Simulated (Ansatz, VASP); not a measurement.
# Cross-check of Ru (Ruthenium) between VASP and Ansatz, part 2 of 2

One calculation is typed for both programs; each brings its own data sets. How far apart do they land? Of the first pair: The cell is taken from a series of runs on this material, whose earlier steps may have relaxed, scaled, displaced or heated it; both programs get it as it stands.

VASP 6.6.1 and Ansatz 0.2.0.

So far: Starting point; VASP: relaxation of cell and atoms, LDA, pair 1; Ansatz: relaxation of cell and atoms, LDA, pair 1; Differences.

## Step 5: VASP: relaxation of cell and atoms, LDA, pair 2

Level of this step: LDA; plane waves and PAW (Ru_pv) (VASP).

The relaxed volume is the usual yardstick between codes: in a stiff, nearly cubic crystal its relative difference is about their pressure difference at one cell divided by the bulk modulus.

The input, INCAR:

```
SYSTEM = Ru
PREC = Accurate
ENCUT = 500
EDIFF = 1E-07
NELM = 120
ISMEAR = 1
SIGMA = 0.2
LREAL = .FALSE.
ALGO = Normal
GGA = PW92
NBANDS = 20
LASPH = .TRUE.
LORBIT = 11
LWAVE = .FALSE.
LCHARG = .FALSE.
ISIF = 3
IBRION = 2
NSW = 80
EDIFFG = -0.005
GGA_COMPAT = .FALSE.
NELMIN = 4
KPAR = 2
```

The input, POSCAR:

```
Ru
1.0
    2.6740590000      0.0000000000      0.0000000000
   -1.3370290000      2.3158030000      0.0000000000
    0.0000000000      0.0000000000      4.2267610000
Ru
2
Direct
    0.3333332999      0.6666665421      0.2500000000
    0.6666666333      0.3333332087      0.7500000000
```

The input, KPOINTS:

```
Automatic mesh
0
Gamma
18 18 12
0 0 0
```

PAW data sets: Ru_pv (LDA family, release 64).

Command:

```bash
> mpirun -np 2 vasp_std
```

Numbers of over 12 decimals in the logs are rounded to 6 here.

The log of the run:

```text
[banner, memory and clock lines left out]
running    2 mpi-ranks, on    1 nodes
[...]
[... a notice as in an earlier step ...]

 LDA part: xc-table for (Slater(with rela. corr.)+PW92), standard interpolation
 POSCAR, INCAR and KPOINTS ok, starting setup
[...]
entering main loop
       N       E                     dE             d eps       ncg     rms          rms(c)
DAV:   1     0.279469684658E+03    0.27947E+03   -0.17340E+04 10384   0.152E+03
DAV:   2    -0.168193103715E+02   -0.29629E+03   -0.28786E+03 10600   0.456E+02
DAV:   3    -0.227721995911E+02   -0.59529E+01   -0.59046E+01 11956   0.721E+01
DAV:   4    -0.228199638566E+02   -0.47764E-01   -0.47716E-01 13248   0.608E+00
[...]
DAV:  10    -0.213823287435E+02   -0.18985E-04   -0.99816E-05 11620   0.103E-01    0.232E-02
DAV:  11    -0.213823261206E+02    0.26228E-05   -0.17408E-05 11608   0.408E-02    0.112E-03
DAV:  12    -0.213823260990E+02    0.21677E-07   -0.19447E-07  8848   0.425E-03
   1 F= -.21382326E+02 E0= -.21382508E+02  d E =-.213823E+02
[... from here on, the cycles between the ionic steps are left out ...]
   2 F= -.21381611E+02 E0= -.21381791E+02  d E =0.715498E-03
   3 F= -.21382418E+02 E0= -.21382600E+02  d E =-.916799E-04
   4 F= -.21382418E+02 E0= -.21382600E+02  d E =-.916596E-04
   5 F= -.21382420E+02 E0= -.21382605E+02  d E =-.215978E-05
   6 F= -.21382425E+02 E0= -.21382609E+02  d E =-.752191E-05
[...]
reached required accuracy - stopping structural energy minimisation
```

Parts of OUTCAR (step 5):

```text
  Total        0.0023665      0.0023665      0.0055297      0.0000000     -0.0000000      0.0000000
  in kB        0.1446294      0.1446294      0.3379452      0.0000000     -0.0000000      0.0000000
  external PRESSURE =       0.2090680 kB  Pullay stress =       0.0000000 kB

 POSITION                                       TOTAL-FORCE (eV/Angst)
 -----------------------------------------------------------------------------------
      0.00000      1.54517      1.05658         0.000000      0.000000      0.000000
      1.33816      0.77259      3.16973        -0.000000     -0.000000      0.000000
 -----------------------------------------------------------------------------------
    total drift:                               -0.000129      0.000401     -0.000012

  FREE ENERGIE OF THE ION-ELECTRON SYSTEM (eV)
  ---------------------------------------------------
  free  energy   TOTEN  =       -21.3824252805 eV

  energy  without entropy=      -21.3829772352  energy(sigma->0) =      -21.38260927

[... 1 part as in an earlier step ...]

[... 3 further parts left out ...]
[key lines of the parts left out:]
E-fermi :  13.3530
```

## Step 6: Ansatz: relaxation of cell and atoms, LDA, pair 2

The same cell, functional (in two slightly different forms), mesh and smearing now go to Ansatz, which takes its cutoff from its data sets.

The cell is taken from a series of runs on this material, whose earlier steps may have relaxed, scaled, displaced or heated it; both programs get it as it stands.

The input, input.yaml:

```yaml
crystal:
  lattice:
    - [2.6740588123, 0.0, 0.0]
    - [-1.3370294062, 2.3158028627, 0.0]
    - [0.0, 0.0, 4.2267610386]
  atoms:
    - { symbol: Ru, position: [0.3333333333, 0.6666666667, 0.25] }
    - { symbol: Ru, position: [0.6666666667, 0.3333333333, 0.75] }
kpoints:
  mp_grid: { grid: [18, 18, 12] }
hamiltonian:
  xc: lda
  pseudopotentials: { kind: paw, azcp: { folder: soft_1 }, xc_functional: pbe }
scf:
  occupations: { method: methfessel_paxton, width: 0.2 }
output:
  forces: true
  stress: true
  eigenvalues: true
relax:
  adjacent_minimum: "off"
  f_tol: 0.001
  max_steps: 60
  cell: { stress_tol: 0.01 }
```

Command:

```bash
> ansatz run input.yaml --threads 4 --pin off --max-ram 10240MiB --backend cpu --events-out ev --progress --plain --runs-dir out
```

The log of the run:

```text
[...]
Crystal: 2 atoms, lattice volume = 26.175 Å³
Basis set: ecut = 420 eV, 537 PW (Γ)
Bands: 20, of which v1, the nominal top of the filled ones, is band 16 counted from 1 (15 counted from 0)
Symmetry: 24 space group operations
[...]
k-points: 259 of 3888
[...]
k-point 258: bands = [... 12 lower, 21.2381, 21.2381, 22.8200, 22.8200, 25.3841, 25.3841, 32.8281, 32.8281]
--- Relaxed structure (3 steps of the walk, 3 accepted, 1 SCFs on fresh bases) ---
[...]
cell:  # Å, volume = 26.1737 Å³
    - [2.674904, 2.8876713385818358e-11, 0.0]
    - [-1.337452, 2.316535, 0.0]
    - [0.0, 0.0, 4.223950]
  atoms:
    - { symbol: Ru, position: [0.333333, 0.666667, 0.250000] }
    - { symbol: Ru, position: [0.666667, 0.333333, 0.750000] }
[key lines of the parts left out:]
SCF converged after 5 iterations
Free energy (F): -11516.664496 eV
Fermi energy:    24.087274 eV
P = ⅓ Tr σ = 0.0021 GPa (0.021 kbar)
```

## Step 7: Side by side

What differs besides the data sets and the points named for the pairs above, as far as they apply: the data sets hold 32 valence electrons in Ansatz (on its PAW soft_1 files) and 28 in VASP. Total energies have different zeros and are not compared.

The two programs side by side:

| quantity | Ansatz | VASP | difference |
| --- | --- | --- | --- |
| volume (Å³) | 26.17 | 26.22 | -0.16 % |
| edge a after relaxation, in the typed setting (Å) | 2.675 | 2.676 | -0.05 % |
| edge c after relaxation, in the typed setting (Å) | 4.224 | 4.226 | -0.06 % |

## Step 8: Ansatz: relaxation, LDA

This run makes the geometry at which the two programs are then compared.

The structure compared here is the end of the Ansatz relaxation.

input.yaml, the sections that differ from step 6:

```yaml
crystal:
  lattice:
    - [2.5679082453, 0.0, 0.0]
    - [-1.2839541227, 2.223873775, 0.0]
    - [0.0, 0.0, 4.2968781325]
  atoms:
    - { symbol: Ru, position: [0.3333333333, 0.6666666667, 0.25] }
    - { symbol: Ru, position: [0.6666666667, 0.3333333333, 0.75] }
relax:
  adjacent_minimum: "off"
  f_tol: 0.001
  max_steps: 60
  cell: { stress_tol: 0.01, fix: [a, b, gamma] }
# kpoints, hamiltonian, scf, output: as in step 6
```

The log of the run:

```text
[...]
Crystal: 2 atoms, lattice volume = 24.538 Å³
Basis set: ecut = 420 eV, 501 PW (Γ)
Bands: 20, of which v1, the nominal top of the filled ones, is band 16 counted from 1 (15 counted from 0)
Symmetry: 24 space group operations
[...]
k-points: 259 of 3888
[...]
--- Relaxed structure (5 steps of the walk, 5 accepted, 2 SCFs on fresh bases) ---
[...]
cell:  # Å, volume = 24.6737 Å³
    - [2.567908, 2.8867536881687432e-11, 0]
    - [-1.283954, 2.223874, -2.2723936604287054e-19]
    - [0, -4.390626274619885e-19, 4.320606]
  atoms:
    - { symbol: Ru, position: [0.333333, 0.666667, 0.250000] }
    - { symbol: Ru, position: [0.666667, 0.333333, 0.750000] }
[key lines of the parts left out:]
SCF converged after 5 iterations
Free energy (F): -11516.435047 eV
Fermi energy:    25.885574 eV
P = ⅓ Tr σ = 25.7409 GPa (257.409 kbar)
```

## Step 9: VASP: single point, LDA

The same cell, functional (in two slightly different forms), mesh and smearing now go to VASP, with its own data sets.

The input, INCAR:

```
SYSTEM = Ru
PREC = Accurate
ENCUT = 500
EDIFF = 1E-06
NELM = 120
ISMEAR = 1
SIGMA = 0.2
LREAL = .FALSE.
ALGO = Normal
GGA = PW92
NBANDS = 20
LASPH = .TRUE.
LORBIT = 11
LWAVE = .FALSE.
LCHARG = .FALSE.
ISIF = 2
GGA_COMPAT = .FALSE.
KPAR = 2
```

The input, POSCAR:

```
Ru
1.0
    2.5679082453      0.0000000000      0.0000000000
   -1.2839541227      2.2238737750      0.0000000000
    0.0000000000      0.0000000000      4.3206064799
Ru
2
Direct
    0.3333333334      0.6666666668      0.2500000000
    0.6666666668      0.3333333334      0.7500000000
```

KPOINTS is that of step 5.

Command:

```bash
> mpirun -np 2 vasp_std
```

The log of the run:

```text
[... set-up lines as in an earlier step ...]
 entering main loop
       N       E                     dE             d eps       ncg     rms          rms(c)
DAV:   1     0.282257234293E+03    0.28226E+03   -0.17333E+04 10384   0.154E+03
DAV:   2    -0.164324199421E+02   -0.29869E+03   -0.29029E+03 10616   0.460E+02
DAV:   3    -0.224368731954E+02   -0.60045E+01   -0.59601E+01 11944   0.731E+01
DAV:   4    -0.224834843997E+02   -0.46611E-01   -0.46548E-01 12956   0.613E+00
[...]
DAV:  10    -0.211455483798E+02   -0.20559E-04   -0.47208E-05 11704   0.656E-02    0.151E-02
DAV:  11    -0.211455469958E+02    0.13840E-05   -0.13964E-05 11348   0.382E-02    0.506E-03
DAV:  12    -0.211455467727E+02    0.22313E-06   -0.91343E-07  6972   0.105E-02
   1 F= -.21145547E+02 E0= -.21145721E+02  d E =0.524067E-03
```

Parts of OUTCAR (step 9):

```text
  Total        6.0799584      6.0799584      0.1313291     -0.0000000     -0.0000000     -0.0000000
  in kB      394.7997248    394.7997247      8.5278061     -0.0000000     -0.0000000     -0.0000000
  external PRESSURE =     266.0424185 kB  Pullay stress =       0.0000000 kB

 POSITION                                       TOTAL-FORCE (eV/Angst)
 -----------------------------------------------------------------------------------
     -0.00000      1.48258      1.08015         0.000000      0.000000      0.000000
      1.28395      0.74129      3.24045        -0.000000      0.000000     -0.000000
 -----------------------------------------------------------------------------------
    total drift:                               -0.000000     -0.000000      0.000000

  FREE ENERGIE OF THE ION-ELECTRON SYSTEM (eV)
  ---------------------------------------------------
  free  energy   TOTEN  =       -21.1455467727 eV

  energy  without entropy=      -21.1460708398  energy(sigma->0) =      -21.14572146

[... 1 part as in an earlier step ...]

[... 2 further parts left out ...]
[key lines of the parts left out:]
E-fermi :  14.5411
```

The run ends at a pressure of 26.60 GPa.

## Step 10: Comparison

What differs besides the data sets and the points named for the pairs above, as far as they apply: the data sets hold 32 valence electrons in Ansatz (on its PAW soft_1 files) and 28 in VASP; Ansatz's pressure holds a Pulay correction, VASP's none. Total energies have different zeros and are not compared.

Compared:

| quantity | Ansatz | VASP | difference |
| --- | --- | --- | --- |
| pressure (GPa) | 25.74 | 26.60 | -0.86 |

## Step 11: Outcome

```
difference in volume (relaxation of cell and atoms, LDA, pair 1) : -0.16 %
difference in volume (relaxation of cell and atoms, LDA, pair 2) : -0.16 %
difference in pressure (single point, LDA)                       : -0.86 GPa
```

The difference in pressure is -0.86 GPa (single point, LDA), within the 1 GPa picked in this series as the mark of a large difference. The data sets hold unlike numbers of valence electrons (32 in Ansatz and 28 in VASP), so part of the differences comes from the potentials. 5 further runs of this series are not shown here. Such differences can come from data sets, numerical settings and the points named under the comparisons, not from the functional's error against experiment.

[Lines on the potential files, build, host, timing and source positions are cut from VASP's logs without a mark.]

[Logs are printed without paths, hosts, clocks, repeated set-up lines and the standing remarks that a program may print on its own settings, such as how far it seeks lower states.]

[Hosts, paths, dates, database ids (printed as entryN), source tags and the programs' standing remarks are cut or masked in the printed files.]
